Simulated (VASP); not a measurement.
The input files of a VASP run:

File KPOINTS:
```
Automatic mesh
0
Gamma
6 6 6
0 0 0
```

INCAR:
```
! general
SYSTEM =SrTe
PREC   =Accurate
ENCUT  =400
LREAL  =.FALSE.
LASPH  =.TRUE.
NBANDS =24

! electronic loop
EDIFF  =1E-6   ! SCF stop (eV)
NELM   =100   ! most electronic steps
ALGO   =Normal   ! blocked Davidson
LMAXMIX=4

! smearing
ISMEAR =0
SIGMA  =0.05   ! width (eV)

! functional
GGA    =PE   ! PBE

! ions
ISIF   =2

! output
LWAVE  =.FALSE.
LCHARG =.FALSE.
```

**POSCAR**
```
SrTe
3.3969350
  0.0000000000   1.0000000000   0.9650847014
  0.9974373958   0.0000000000   0.9650847014
  0.9974373958   1.0000000000   0.0000000000
Sr Te
1 1
Cart
  0.0000000000   0.0000000000   0.0000000000
  1.0053750026   1.0000000000   0.9650847014
```

POTCAR, in this order: Sr_sv Te (PBE.64 set). Program: vasp_std.

Problem. Write an equivalent input for Ansatz.

Solution. One equivalent input (not run):
Ansatz 0.2 input:
```yaml
crystal:
  lattice:
    - [0.0000000, 3.3969350, 3.2783300]
    - [3.3882300, 0.0000000, 3.2783300]
    - [3.3882300, 3.3969350, 0.0000000]
  atoms:
    - { symbol: Sr, position: [0.0000000, 0.0000000, 0.0000000] }
    - { symbol: Te, position: [0.4960210, 0.5039790, 0.5039790] }
kpoints:
  mp_grid: { grid: [6, 6, 6] }
hamiltonian:
  xc: pbe
  pseudopotentials: { kind: paw }
scf:
  occupations: { method: gaussian, width: 0.05 }
  max_iter: 100
output: { forces: true, stress: true, eigenvalues: true }
```
What does not carry over: each code has its own PAW files, so the cut-off isn't converted (ENCUT is set for VASP's; basis.ecutwfc is left out, and Ansatz then takes the one that its files recommend); Ansatz stops its SCF on the density residual and VASP on the energy change (EDIFF); the number of bands isn't carried over, since the valence differs with the files.

The compound is SrTe in the rock salt structure. The cell was not relaxed at this level, atoms are displaced from their ideal sites. The run is one of a series of settings (NBANDS = 24 against the base run), some of them coarse on purpose.
